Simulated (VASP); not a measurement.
# NaI: what each functional gives for the gap, part 2 of 3

Aim: the gap of NaI on one structure at many levels of theory. The starting structure is a measured crystal structure from the Crystallography Open Database. Cell and atoms stay as given. Meshes and data sets differ where the inputs say so.

VASP 6.6.1.

Results so far: LDA 3.345 eV; PBE 3.639 eV; r2SCAN 4.437 eV; TB-mBJ 5.567 eV.

### 6. Bands with LDA + spin-orbit coupling

Level of this step: LDA, spin-orbit coupling; plane waves and PAW (I, Na_pv) (VASP).

Spin-orbit coupling is switched on in this step.

INCAR reads:

```
SYSTEM = NaI
PREC = Accurate
ENCUT = 350
EDIFF = 1E-06
NELM = 100
ISMEAR = 0
SIGMA = 0.03
LREAL = .FALSE.
ALGO = Normal
GGA = CA
LNONCOLLINEAR = .TRUE.
MAGMOM = 0 0 0 0 0 0
NBANDS = 26
GGA_COMPAT = .FALSE.
LASPH = .TRUE.
LSORBIT = .TRUE.
LORBIT = 11
LWAVE = .FALSE.
LCHARG = .FALSE.
KPAR = 4
```

POSCAR reads:

```
NaI
1.0
    0.0000000000      3.2364000000      3.2364000000
    3.2364000000      0.0000000000      3.2364000000
    3.2364000000      3.2364000000      0.0000000000
I Na
1 1
Direct
    0.5000000000      0.5000000000      0.5000000000
    0.0000000000      0.0000000000      0.0000000000
```

KPOINTS reads:

```
Automatic mesh
0
Gamma
6 6 6
0 0 0
```

KPOINTS_OPT reads:

```
Line mode
10
Line-mode
Reciprocal
  0.00000000   0.00000000   0.00000000 GAMMA
  0.50000000   0.00000000   0.50000000 X

  0.50000000   0.00000000   0.50000000 X
  0.50000000   0.25000000   0.75000000 W

  0.50000000   0.25000000   0.75000000 W
  0.37500000   0.37500000   0.75000000 K

  0.37500000   0.37500000   0.75000000 K
  0.00000000   0.00000000   0.00000000 GAMMA

  0.00000000   0.00000000   0.00000000 GAMMA
  0.50000000   0.50000000   0.50000000 L

  0.50000000   0.50000000   0.50000000 L
  0.62500000   0.25000000   0.62500000 U

  0.62500000   0.25000000   0.62500000 U
  0.50000000   0.25000000   0.75000000 W

  0.50000000   0.25000000   0.75000000 W
  0.50000000   0.50000000   0.50000000 L

  0.50000000   0.50000000   0.50000000 L
  0.37500000   0.37500000   0.75000000 K

  0.62500000   0.25000000   0.62500000 U
  0.50000000   0.00000000   0.50000000 X
```

The projector-augmented-wave data sets are I and Na_pv (LDA family, release 64).

On the command line:

```console
$ mpirun -np 4 vasp_ncl
```

Output:

```text
[... set-up lines as in an earlier step ...]
 entering main loop
       N       E                     dE             d eps       ncg     rms          rms(c)
DAV:   1     0.872492106750E+02    0.87249E+02   -0.52766E+03   928   0.726E+02
DAV:   2     0.168236708513E+01   -0.85567E+02   -0.81531E+02   908   0.211E+02
DAV:   3    -0.597673718965E+01   -0.76591E+01   -0.76082E+01  1076   0.720E+01
DAV:   4    -0.618511132853E+01   -0.20837E+00   -0.20824E+00  1012   0.118E+01
[...]
DAV:   9    -0.611104083015E+01    0.39546E-03   -0.10101E-03   874   0.253E-01    0.829E-02
DAV:  10    -0.611104442955E+01   -0.35994E-05   -0.50784E-05  1046   0.497E-02    0.473E-02
DAV:  11    -0.611104406619E+01    0.36336E-06   -0.37481E-06  1056   0.277E-02
   1 F= -.61110441E+01 E0= -.61110441E+01  d E =-.551478E-20  mag=     0.0000     0.0000    -0.0000
 Start KPOINTS_OPT (optional k-point list driver)
k-point batch [1-16\100]
       N       E                     dE             ncg
DAV:   1    -0.935479598592E+03   -0.45942E+04      936
DAV:   2    -0.231472840829E+04   -0.13792E+04      906
DAV:   3    -0.243514578494E+04   -0.12042E+03     1100
DAV:   4    -0.243836559050E+04   -0.32198E+01     1038
DAV:   5    -0.243843534507E+04   -0.69755E-01     1118
DAV:   6    -0.243843681299E+04   -0.14679E-02     1034
DAV:   7    -0.243843685260E+04   -0.39615E-04     1136
DAV:   8    -0.243843685316E+04   -0.55558E-06      712
[...]
k-point batch [97-100\100]
       N       E                     dE             ncg
DAV:   1     0.394475347713E+04   -0.16947E+04      232
DAV:   2     0.361867922988E+04   -0.32607E+03      218
DAV:   3     0.359022632666E+04   -0.28453E+02      272
DAV:   4     0.358946985856E+04   -0.75647E+00      280
DAV:   5     0.358945376044E+04   -0.16098E-01      276
DAV:   6     0.358945341908E+04   -0.34136E-03      280
DAV:   7     0.358945340721E+04   -0.11869E-04      276
DAV:   8     0.358945340698E+04   -0.23345E-06      200
```

The job ended after 53 s (4 MPI ranks of Intel Xeon Platinum 8259CL at 2.50GHz (Skylake/Cascade Lake), shared host; peak memory 0.94 GiB).

OUTCAR, selected parts (step 6):

```text
  Total       -0.6828090     -0.6828090     -0.6828090      0.0000000      0.0000000     -0.0000000
  in kB      -16.1359010    -16.1359010    -16.1359010      0.0000000      0.0000000     -0.0000000
  external PRESSURE =     -16.1359010 kB  Pullay stress =       0.0000000 kB

 POSITION                                       TOTAL-FORCE (eV/Angst)
 -----------------------------------------------------------------------------------
      3.23640      3.23640      3.23640         0.000000      0.000000      0.000000
      0.00000      0.00000      0.00000         0.000000     -0.000000     -0.000000
 -----------------------------------------------------------------------------------
    total drift:                                0.000000      0.000000      0.000000

  FREE ENERGIE OF THE ION-ELECTRON SYSTEM (eV)
  ---------------------------------------------------
  free  energy   TOTEN  =        -6.1110440662 eV

  energy  without entropy=       -6.1110440662  energy(sigma->0) =       -6.11104407

 magnetization (x)
# of ion       s       p       d       tot
------------------------------------------
    1       -0.000   0.000  -0.000  -0.000
    2       -0.000   0.000   0.000  -0.000
--------------------------------------------------
tot         -0.000   0.000  -0.000  -0.000

 magnetization (y)
# of ion       s       p       d       tot
------------------------------------------
    1       -0.000   0.000   0.000  -0.000
    2       -0.000   0.000   0.000  -0.000
--------------------------------------------------
tot         -0.000   0.000   0.000  -0.000

 magnetization (z)
# of ion       s       p       d       tot
------------------------------------------
    1       -0.000  -0.000   0.000  -0.000
    2       -0.000   0.000   0.000  -0.000
--------------------------------------------------
tot         -0.000  -0.000   0.000  -0.000

[... 1 part as in an earlier step ...]

[... 2 further parts left out ...]
[key lines of the parts left out:]
E-fermi :   1.1455
```

LDA + spin-orbit coupling gives a direct gap of 3.002 eV. The least gap is -0.342 eV from that of LDA.

### 7. Bands with r2SCAN + spin-orbit coupling

Edit INCAR of step 6 so:

```diff
@@ -9,3 +9,4 @@
 ALGO = Normal
-GGA = CA
+METAGGA = R2SCAN
+LASPH = .TRUE.
 LNONCOLLINEAR = .TRUE.
@@ -14,3 +15,2 @@
 GGA_COMPAT = .FALSE.
-LASPH = .TRUE.
 LSORBIT = .TRUE.
```

POSCAR is that of step 6.

KPOINTS is that of step 6.

KPOINTS_OPT is that of step 6.

The projector-augmented-wave data sets are I and Na_pv (PBE family, release 64).

On the command line:

```console
$ mpirun -np 4 vasp_ncl
```

Output:

```text
[... set-up lines as in an earlier step ...]
 entering main loop
       N       E                     dE             d eps       ncg     rms          rms(c)
DAV:   1     0.665486828707E+02    0.66549E+02   -0.54104E+03   920   0.756E+02
DAV:   2    -0.242089872504E+02   -0.90758E+02   -0.86147E+02   908   0.223E+02
DAV:   3    -0.324804332005E+02   -0.82714E+01   -0.82119E+01  1086   0.774E+01
DAV:   4    -0.326978342944E+02   -0.21740E+00   -0.21725E+00  1000   0.128E+01
[...]
DAV:  12    -0.312025131855E+02   -0.13262E-05   -0.24937E-06   930   0.158E-02    0.390E-02
DAV:  13    -0.312025067551E+02    0.64305E-05   -0.14722E-05   872   0.347E-02    0.618E-03
DAV:  14    -0.312025072852E+02   -0.53015E-06   -0.23582E-07   728   0.463E-03
   1 F= -.31202507E+02 E0= -.31202507E+02  d E =-.192357E-23  mag=     0.0000    -0.0000    -0.0000
 Start KPOINTS_OPT (optional k-point list driver)
k-point batch [1-16\100]
       N       E                     dE             ncg
DAV:   1    -0.945342167959E+03   -0.46041E+04      936
DAV:   2    -0.242642225109E+04   -0.14811E+04      914
DAV:   3    -0.255517226942E+04   -0.12875E+03     1114
DAV:   4    -0.255865467636E+04   -0.34824E+01     1034
DAV:   5    -0.255873113789E+04   -0.76462E-01     1104
DAV:   6    -0.255873327658E+04   -0.21387E-02     1084
DAV:   7    -0.255873334160E+04   -0.65015E-04     1128
DAV:   8    -0.255873334279E+04   -0.11891E-05      746
DAV:   9    -0.255873334289E+04   -0.97965E-07      706
[...]
k-point batch [97-100\100]
       N       E                     dE             ncg
DAV:   1     0.394010753014E+04   -0.16994E+04      232
DAV:   2     0.359096983275E+04   -0.34914E+03      216
DAV:   3     0.356019695796E+04   -0.30773E+02      272
DAV:   4     0.355936265322E+04   -0.83430E+00      296
DAV:   5     0.355934933786E+04   -0.13315E-01      256
DAV:   6     0.355934875963E+04   -0.57823E-03      296
DAV:   7     0.355934873626E+04   -0.23377E-04      302
DAV:   8     0.355934873620E+04   -0.57781E-07      206
```

Run time: 4.9 min. Hardware: 4 MPI ranks; peak memory 1.1 GiB; 17 min of CPU time.

Parts of OUTCAR (step 7):

```text
  Total       -0.0803737     -0.0803737     -0.0803737     -0.0000000     -0.0000000      0.0000000
  in kB       -1.8993630     -1.8993630     -1.8993630     -0.0000000     -0.0000000      0.0000000
  external PRESSURE =      -1.8993630 kB  Pullay stress =       0.0000000 kB

 POSITION                                       TOTAL-FORCE (eV/Angst)
 -----------------------------------------------------------------------------------
      3.23640      3.23640      3.23640         0.000000     -0.000000      0.000000
      0.00000      0.00000      0.00000        -0.000000      0.000000     -0.000000
 -----------------------------------------------------------------------------------
    total drift:                                0.000000      0.000000      0.000000

  FREE ENERGIE OF THE ION-ELECTRON SYSTEM (eV)
  ---------------------------------------------------
  free  energy   TOTEN  =       -31.2025072852 eV

  energy  without entropy=      -31.2025072852  energy(sigma->0) =      -31.20250729

 magnetization (x)
# of ion       s       p       d       tot
------------------------------------------
    1        0.000   0.000   0.000   0.000
    2        0.000  -0.000   0.000  -0.000
--------------------------------------------------
tot          0.000  -0.000   0.000  -0.000

 magnetization (y)
# of ion       s       p       d       tot
------------------------------------------
    1        0.000   0.000   0.000   0.000
    2       -0.000   0.000   0.000  -0.000
--------------------------------------------------
tot         -0.000   0.000   0.000  -0.000

 magnetization (z)
# of ion       s       p       d       tot
------------------------------------------
    1       -0.000   0.000   0.000  -0.000
    2       -0.000  -0.000   0.000  -0.000
--------------------------------------------------
tot         -0.000  -0.000   0.000  -0.000

[... 2 parts as in an earlier step ...]

[... 1 further part left out ...]
[key lines of the parts left out:]
E-fermi :   1.0124
```

r2SCAN + spin-orbit coupling gives a direct gap of 4.106 eV. The least gap is -0.331 eV from that of r2SCAN.

### 8. Bands with TB-mBJ + spin-orbit coupling

Edit INCAR of step 7 so:

```diff
@@ -4,3 +4,3 @@
 EDIFF = 1E-06
-NELM = 100
+NELM = 150
 ISMEAR = 0
@@ -9,3 +9,3 @@
 ALGO = Normal
-METAGGA = R2SCAN
+METAGGA = MBJ
 LASPH = .TRUE.
```

POSCAR is that of step 7.

KPOINTS is that of step 7.

KPOINTS_OPT is that of step 7.

On the command line:

```console
$ mpirun -np 4 vasp_ncl
```

Output:

```text
[... set-up lines as in an earlier step ...]
 entering main loop
       N       E                     dE             d eps       ncg     rms          rms(c)
DAV:   1     0.452954512100E+03    0.45295E+03   -0.51913E+03   920   0.731E+02
DAV:   2     0.366487971093E+03   -0.86467E+02   -0.81848E+02   898   0.214E+02
DAV:   3     0.358728005366E+03   -0.77600E+01   -0.77020E+01  1084   0.728E+01
DAV:   4     0.358534540567E+03   -0.19346E+00   -0.19332E+00   942   0.118E+01
[...]
DAV:  32     0.359531886543E+03    0.63355E-05   -0.35153E-10   464   0.211E-04    0.232E-04
DAV:  33     0.359531868993E+03   -0.17550E-04   -0.69948E-11   464   0.131E-04    0.440E-05
DAV:  34     0.359531868156E+03   -0.83661E-06   -0.43878E-11   464   0.640E-05
   1 F= 0.35953187E+03 E0= 0.35953187E+03  d E =-.142510E-17  mag=     0.0000    -0.0000    -0.0000
 Start KPOINTS_OPT (optional k-point list driver)
k-point batch [1-16\100]
       N       E                     dE             ncg
DAV:   1    -0.802531419869E+03   -0.44612E+04      928
DAV:   2    -0.227173546977E+04   -0.14692E+04      924
DAV:   3    -0.239489204460E+04   -0.12316E+03     1076
DAV:   4    -0.239772042675E+04   -0.28284E+01      940
DAV:   5    -0.239780595228E+04   -0.85526E-01     1138
DAV:   6    -0.239780915700E+04   -0.32047E-02      982
DAV:   7    -0.239780935959E+04   -0.20259E-03     1266
DAV:   8    -0.239780936374E+04   -0.41502E-05      816
DAV:   9    -0.239780936398E+04   -0.24155E-06      708
[...]
k-point batch [97-100\100]
       N       E                     dE             ncg
DAV:   1     0.397513971933E+04   -0.16643E+04      232
DAV:   2     0.363093207441E+04   -0.34421E+03      216
DAV:   3     0.360136749201E+04   -0.29565E+02      266
DAV:   4     0.360069204143E+04   -0.67545E+00      254
DAV:   5     0.360067133999E+04   -0.20701E-01      286
DAV:   6     0.360067049144E+04   -0.84855E-03      264
DAV:   7     0.360067042840E+04   -0.63032E-04      312
DAV:   8     0.360067042626E+04   -0.21474E-05      272
DAV:   9     0.360067042617E+04   -0.87839E-07      216
```

It took 2.2 min on 4 MPI ranks; peak memory 1.1 GiB.

From OUTCAR (step 8):

```text
  Total      -17.2996875    -17.2996875    -17.2996875     -0.0000000     -0.0000000      0.0000000
  in kB     -408.8201247   -408.8201247   -408.8201247     -0.0000000     -0.0000000      0.0000000
  external PRESSURE =    -408.8201247 kB  Pullay stress =       0.0000000 kB

 POSITION                                       TOTAL-FORCE (eV/Angst)
 -----------------------------------------------------------------------------------
      3.23640      3.23640      3.23640         0.000000     -0.000000     -0.000000
      0.00000      0.00000      0.00000        -0.000000      0.000000      0.000000
 -----------------------------------------------------------------------------------
    total drift:                                0.000000      0.000000      0.000000

  FREE ENERGIE OF THE ION-ELECTRON SYSTEM (eV)
  ---------------------------------------------------
  free  energy   TOTEN  =       359.5318681561 eV

  energy  without entropy=      359.5318681561  energy(sigma->0) =      359.53186816

 magnetization (x)
# of ion       s       p       d       tot
------------------------------------------
    1       -0.000  -0.000   0.000  -0.000
    2       -0.000   0.000   0.000  -0.000
--------------------------------------------------
tot         -0.000  -0.000   0.000  -0.000

 magnetization (y)
# of ion       s       p       d       tot
------------------------------------------
    1       -0.000  -0.000  -0.000  -0.000
    2        0.000   0.000   0.000   0.000
--------------------------------------------------
tot         -0.000  -0.000  -0.000  -0.000

 magnetization (z)
# of ion       s       p       d       tot
------------------------------------------
    1       -0.000   0.000   0.000  -0.000
    2       -0.000   0.000   0.000  -0.000
--------------------------------------------------
tot         -0.000   0.000   0.000  -0.000

[... 2 parts as in an earlier step ...]

[... 1 further part left out ...]
[key lines of the parts left out:]
E-fermi :   1.4013
```

TB-mBJ + spin-orbit coupling gives a direct gap of 5.205 eV. The least gap is -0.362 eV from that of TB-mBJ.

### 9. Bands with HSE06

HSE06 mixes in a quarter of exact exchange at short range, at far higher cost; in semiconductors this cures much of the gap error, while metals seldom gain. This run uses a 4×4×4 mesh. Its starting orbitals come from a semilocal run on the same mesh, not shown.

INCAR reads:

```
SYSTEM = NaI
PREC = Accurate
ENCUT = 350
EDIFF = 1E-06
NELM = 100
ISMEAR = 0
SIGMA = 0.03
LREAL = .FALSE.
ALGO = Normal
LHFCALC = .TRUE.
AEXX = 0.25
GGA = PE
HFSCREEN = 0.2
LASPH = .TRUE.
NBANDS = 13
PRECFOCK = Fast
LORBIT = 11
LWAVE = .FALSE.
LCHARG = .FALSE.
KPAR = 4
```

POSCAR is that of step 8.

KPOINTS reads:

```
Automatic mesh
0
Gamma
4 4 4
0 0 0
```

KPOINTS_OPT is that of step 8.

On the command line:

```console
$ mpirun -np 4 vasp_std
```

Output:

```text
[banner, memory and clock lines left out]
running    4 mpi-ranks, on    1 nodes
[...]
LDA part: xc-table for (Slater+PW92), standard interpolation
 found WAVECAR, reading the header
 POSCAR, INCAR and KPOINTS ok, starting setup
[...]
reading WAVECAR
 the WAVECAR file was read successfully
 initial charge from wavefunction
 entering main loop
       N       E                     dE             d eps       ncg     rms          rms(c)
DAV:   1    -0.627064496344E+01   -0.62706E+01   -0.73449E-01   223   0.841E+00    0.413E+00
DAV:   2    -0.627209640819E+01   -0.14514E-02   -0.27026E-02   223   0.229E+00    0.284E+00
DAV:   3    -0.626993121240E+01    0.21652E-02   -0.30700E-03   258   0.841E-01    0.170E+00
DAV:   4    -0.626945515263E+01    0.47606E-03   -0.56099E-04   253   0.311E-01    0.101E+00
DAV:   5    -0.626934454931E+01    0.11060E-03   -0.12146E-04   254   0.121E-01    0.602E-01
DAV:   6    -0.626931896050E+01    0.25589E-04   -0.28786E-05   238   0.507E-02    0.355E-01
DAV:   7    -0.626931470265E+01    0.42578E-05   -0.94380E-06   248   0.255E-02    0.208E-01
DAV:   8    -0.626931517284E+01   -0.47018E-06   -0.36135E-06   228   0.148E-02
   1 F= -.62693152E+01 E0= -.62693152E+01  d E =-.367931E-32
 Start KPOINTS_OPT (optional k-point list driver)
k-point batch [1-8\100]
       N       E                     dE             ncg
DAV:   1    -0.624364870878E+03   -0.20386E+04      216
DAV:   2    -0.134409669933E+04   -0.71973E+03      213
DAV:   3    -0.139293244038E+04   -0.48836E+02      273
DAV:   4    -0.139431564209E+04   -0.13832E+01      281
DAV:   5    -0.139433666598E+04   -0.21024E-01      253
DAV:   6    -0.139433741780E+04   -0.75182E-03      322
DAV:   7    -0.139433742467E+04   -0.68646E-05      221
DAV:   8    -0.139433742474E+04   -0.75383E-07      169
[...]
k-point batch [97-100\100]
       N       E                     dE             ncg
DAV:   1     0.103359992984E+04   -0.18099E+04      104
DAV:   2     0.706710816211E+03   -0.32689E+03      114
DAV:   3     0.683149110117E+03   -0.23562E+02      129
DAV:   4     0.682366382977E+03   -0.78273E+00      153
DAV:   5     0.682353756355E+03   -0.12627E-01      134
DAV:   6     0.682353313755E+03   -0.44260E-03      156
DAV:   7     0.682353309668E+03   -0.40872E-05      100
DAV:   8     0.682353309626E+03   -0.41672E-07       97
```

Elapsed: 4.3 min, on 4 MPI ranks; peak memory 1 GiB; 14 min of CPU time.

(Continued in part 3 of 3.)

[Lines on the potential files, build, host, timing and source positions are cut from VASP's logs without a mark.]

[Logs are printed without paths, hosts, clocks, repeated set-up lines and the standing remarks that a program may print on its own settings, such as how far it seeks lower states.]

[Hosts, paths, dates, database ids (printed as entryN), source tags and the programs' standing remarks are cut or masked in the printed files.]
